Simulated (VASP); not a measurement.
The system is GdN.

```
Gd N
1.0
     2.53500   -2.53500    0.00000
     2.53500    2.53500    0.00000
     0.00000    0.00000    5.07000
Gd N
2 2
Direct
  0.00000 0.00000 0.00000
  0.50000 0.50000 0.50000
  0.50000 0.50000 0.00000
  0.00000 0.00000 0.50000
```

The cell comes from a database or a generator and needn't be the stable form of this composition.

Base run:

| Property | Result |
| --- | --- |
| Program | VASP 6.6.1 |
| Functional | PBE |
| Potentials or basis | VASP PAW PBE potentials, release 64 (Gd, N) |
| Cutoff | 520 eV |
| k mesh | 8 × 8 × 6 |
| Occupations | fermi-dirac, width 0.05 eV |
| Spin | collinear spin, antiferromagnetic start |
| Starting moments | [7.0, -7.0, 0.0, 0.0] μB |
| Hubbard terms | Gd f U = 6 eV |

Its results: band gap on the k mesh 0.10 eV; pressure -5.2 GPa; net moment 0.00 μB per cell; site moments Gd +6.86, -6.86; N -0.04, +0.04 μB.

The run is repeated on the same cell with these changes: spin from collinear spin, antiferromagnetic start to collinear spin, ferromagnetic start; moments at the start from [7.0, -7.0, 0.0, 0.0] to [7.0, 7.0, 0.0, 0.0]. What comes out?

Band gap on the k mesh none (metal or under the smearing width); pressure -5.3 GPa; net moment 14.00 μB per cell; site moments Gd +6.87; N -0.11 μB.

Caveats: spin-orbit coupling is left out, which moves the levels of the heavy elements.

A k mesh can miss the band edges.
